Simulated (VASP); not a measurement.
Zn:

```
CELL_PARAMETERS angstrom
2.62000 0.00000 0.00000
-1.31000 2.26899 0.00000
0.00000 0.00000 4.80000
ATOMIC_POSITIONS crystal
Zn 0.33333 0.66667 0.25000
Zn 0.66667 0.33333 0.75000
```

The cell was built by a generator and needn't be a form met in nature.

| Quantity | Value |
| --- | --- |
| Program | VASP 6.6.1 |
| Task | relaxation of cell and atoms |
| Functional | PBE |
| Potentials or basis | VASP PAW PBE potentials, release 64 (Zn) |
| Cutoff | 600 eV |
| k mesh | 18 × 18 × 10 |
| Occupations | methfessel-paxton, width 0.1 eV |
| Spin | no spin polarisation |

At the start: pressure 5.2 GPa; volume 14.27 Å³/atom.

Question: How do energy, volume and symmetry change on relaxing?

Answer: Over 10 steps the energy falls by 19.3 meV/atom and the volume is 15.37 Å³/atom (+7.7 %); space group P6_3/mmc (No. 194, to 0.05 Å).

Step by step:
| step | energy change (eV) | largest force (eV/Å) | pressure (GPa) | volume (Å³) |
| --- | --- | --- | --- | --- |
| 1 | 0.0000 | 0.0000 | 5.23 | 28.53 |
| 2 | -0.0299 | 0.0000 | -0.26 | 30.50 |
| 3 | -0.0299 | 0.0000 | -0.50 | 30.51 |
| 4 | -0.0346 | 0.0000 | -0.34 | 30.58 |
| 5 | -0.0377 | 0.0000 | 0.33 | 30.74 |
| 6 | -0.0384 | 0.0000 | 0.04 | 30.68 |
| 7 | -0.0385 | 0.0000 | -0.21 | 30.70 |
| 8 | -0.0385 | 0.0000 | 0.16 | 30.70 |
| 9 | -0.0385 | 0.0000 | -0.15 | 30.80 |
| 10 | -0.0385 | 0.0000 | 0.00 | 30.74 |

Final structure:
```
Zn
1.0
     2.63838    0.00000    0.00000
    -1.31919    2.28490    0.00000
     0.00000    0.00000    5.09977
Zn
2
Direct
  0.33333 0.66667 0.25000
  0.66667 0.33333 0.75000
```
